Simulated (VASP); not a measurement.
Set up this calculation in VASP 6.6.1, as the native input.

* Task: relaxation of cell and atoms
* Functional: PBEsol
* Potentials or basis: VASP PAW PBE potentials, release 64 (Ge_d)
* Cutoff: 480 eV
* k mesh: 14 × 14 × 14
* Occupations: gaussian, width 0.1 eV
* Spin: no spin polarisation
* Further INCAR settings: ALGO = Fast; EDIFF = 1e-07; IBRION = 2; EDIFFG = -0.005; NSW = 90; ISIF = 3

The structure of Ge lies in POSCAR:

```
Ge
1.0
    0.0000000000      2.8287700000      2.8287700000
    2.8287700000      0.0000000000      2.8287700000
    2.8287700000      2.8287700000      0.0000000000
Ge
2
Direct
    0.5000000000      0.5000000000      0.5000000000
    0.7500000000      0.7500000000      0.7500000000
```

These files were run (other wordings do the same):

INCAR

```
SYSTEM = Ge
  ALGO = Fast
  EDIFF = 1E-7
  EDIFFG = -0.005
  ENCUT = 480
  GGA = PS
  IBRION = 2
  ISIF = 3
  ISMEAR = 0
  LASPH = .TRUE.
  LCHARG = .FALSE.
  LREAL = .FALSE.
  LWAVE = .FALSE.
  NELM = 80
  NSW = 90
  PREC = Accurate
  SIGMA = 0.1
```

KPOINTS

```
k-points
0
G
  14 14 14
  0 0 0
```

Potentials or basis: VASP PAW PBE potentials, release 64 (Ge_d).

Launch:

```sh
$ cat potpaw_PBE.64/Ge_d/POTCAR > POTCAR
$ mpirun -np 1 vasp_std > vasp.out
```

Results of the run:

- Relaxed volume: 22.78 Å³/atom
- Relaxed cell: a = 4.009 Å, b = 4.009 Å, c = 4.009 Å, α = 60.00°, β = 60.00°, γ = 60.00°
- Space group after relaxing (to 0.05 Å): Fd-3m (No. 227)
- Energy gained by relaxing: 0.2 meV/atom
- Ionic steps: 3
- Pressure after relaxing: 0.0 GPa
- Band gap on the k mesh: none (metal or under the smearing width)

Caveat: the PAW data sets were made with another functional, which shifts forces and pressure a little; this crystal is a semiconductor, whose small gap the functional closes, so the metal is an error of the method.

It took 3 min on 1 thread of Intel(R) Xeon(R) Platinum 8259CL CPU @ 2.50GHz (Skylake/Cascade Lake), on a shared host, peak memory 0.2 GiB.
